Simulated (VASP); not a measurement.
Crystal: ZnPb.

```
CELL_PARAMETERS angstrom
0.00000 2.81008 2.81008
2.81008 0.00000 2.81008
2.81008 2.81008 0.00000
ATOMIC_POSITIONS crystal
Pb 0.00000 0.00000 0.00000
Zn 0.50000 0.50000 0.50000
```

The cell was built by a generator and needn't be a form met in nature.

```yaml
Program: VASP 6.6.1
Task: relaxation of cell and atoms
Functional: PBE
Potentials_or_basis: VASP PAW PBE potentials, release 64 (Pb_d, Zn)
Cutoff: 600 eV
k_mesh: 6 × 6 × 6
Occupations: fermi-dirac, width 0.0538 eV
Spin: no spin polarisation
```

At the start: pressure 7.9 GPa; volume 22.19 Å³/atom.

Q: Where does the relaxation end?

A: Over 3 steps the energy falls by 79.1 meV/atom and the volume is 25.78 Å³/atom (+16.2 %); space group Fm-3m (No. 225, to 0.05 Å).

Step by step:
```csv
step,energy change (eV),largest force (eV/Å),pressure (GPa),volume (Å³)
1,0.0000,0.0000,7.88,44.38
2,-0.1582,0.0000,-0.14,51.76
3,-0.1583,0.0000,0.01,51.57
```

Final structure:
```yaml
crystal:
  lattice:
    - [0.00000, 2.95429, 2.95429]
    - [2.95429, 0.00000, 2.95429]
    - [2.95429, 2.95429, 0.00000]
  atoms:
    - { symbol: Pb, position: [0.00000, 0.00000, 0.00000] }
    - { symbol: Zn, position: [0.50000, 0.50000, 0.50000] }
```

Caveat: the volume moved by over 15 % at a fixed basis, so the end points are rough.
